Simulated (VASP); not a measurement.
Output of a VASP run:

OSZICAR:
```
       N       E                     dE             d eps       ncg     rms          rms(c)
DAV:   1     0.125404804267E+02    0.12540E+02   -0.58598E+03  1376   0.114E+03
DAV:   2    -0.204781367605E+02   -0.33019E+02   -0.32385E+02  1888   0.177E+02
DAV:   3    -0.206357748313E+02   -0.15764E+00   -0.15764E+00  1616   0.158E+01
DAV:   4    -0.206358844732E+02   -0.10964E-03   -0.10964E-03  1760   0.423E-01
DAV:   5    -0.206358845045E+02   -0.31277E-07   -0.31277E-07  1552   0.541E-03    0.677E+00
DAV:   6    -0.195700455139E+02    0.10658E+01   -0.37788E+00  1384   0.143E+01    0.323E+00
DAV:   7    -0.194413391771E+02    0.12871E+00   -0.12593E-01  1808   0.326E+00    0.181E+00
DAV:   8    -0.194082662598E+02    0.33073E-01   -0.63145E-02  1464   0.202E+00    0.203E-01
DAV:   9    -0.194081167218E+02    0.14954E-03   -0.41220E-04  1360   0.249E-01    0.812E-02
DAV:  10    -0.194080980303E+02    0.18692E-04   -0.51899E-05  1800   0.839E-02    0.134E-02
DAV:  11    -0.194080984437E+02   -0.41348E-06   -0.13188E-06  1064   0.991E-03
   1 F= -.18707504E+02 E0= -.18707504E+02  d E =-.187075E+02
```

OUTCAR:
```
------------------------ aborting loop because EDIFF is reached ----------------------------------------
  FORCE on cell =-STRESS in cart. coord.  units (eV):
  Direction    XX          YY          ZZ          XY          YZ          ZX
  --------------------------------------------------------------------------------------
  Total        0.7032274      0.7032274      0.7032274     -0.0000000      0.0000000      0.0000000
  in kB      100.3758014    100.3758014    100.3758014     -0.0000000      0.0000000      0.0000000
  external PRESSURE =       0.3758014 kB  Pullay stress =     100.0000000 kB
  volume of cell :       11.22
      direct lattice vectors                 reciprocal lattice vectors
     0.000000000  1.777115987  1.777115987    -0.281354736  0.281354736  0.281354736
     1.777115987  0.000000000  1.777115987     0.281354736 -0.281354736  0.281354736
     1.777115987  1.777115987  0.000000000     0.281354736  0.281354736 -0.281354736
  FREE ENERGIE OF THE ION-ELECTRON SYSTEM (eV)
  ---------------------------------------------------
  free  energy   TOTEN  =       -19.4080984437 eV

  energy  without entropy=      -19.4080984437  energy(sigma->0) =      -19.40809844
  enthalpy is  TOTEN    =       -18.7075039255 eV   P V=        0.7005945182

 reached required accuracy - stopping structural energy minimisation
```
(Selected blocks of OUTCAR.)

POSCAR:
```
BN
1
   -0.0000000000     1.7771159872     1.7771159872
    1.7771159872     0.0000000000     1.7771159872
    1.7771159872     1.7771159872    -0.0000000000
B N
1 1
Direct
  0.0000000000   0.0000000000   0.0000000000
  0.2500000000   0.2500000000   0.2500000000
```

**Question.** Write an INCAR and KPOINTS that could have produced this output.

**Answer.** This is not unique; one that fits is the input of the run itself, LDA (Ceperley-Alder, Perdew-Zunger), plane waves, VASP's LDA PAW potentials (set 64).

### INCAR
```
# general
SYSTEM  = BN
PREC    = Accurate
ENCUT   = 620   # plane-wave cut-off (eV)
LREAL   = .FALSE.   # projection in real space or not
LASPH   = .TRUE.   # aspherical one-centre terms

# electronic loop
EDIFF   = 1E-6
NELM    = 100
ALGO    = Normal

# smearing
ISMEAR  = 0   # Gaussian
SIGMA   = 0.05

# ions
IBRION  = 2   # conjugate gradients
NSW     = 40
ISIF    = 3
EDIFFG  = -0.02
PSTRESS = 100   # kbar

# output
LWAVE   = .FALSE.
LCHARG  = .FALSE.
```

KPOINTS:
```
Automatic mesh
0
Gamma
 13 13 13
0 0 0
```

POTCAR, in this order: B N (LDA.64 set). Program: vasp_std.

The compound is BN in the zinc blende structure. It was relaxed first under an external pressure of 10 GPa.
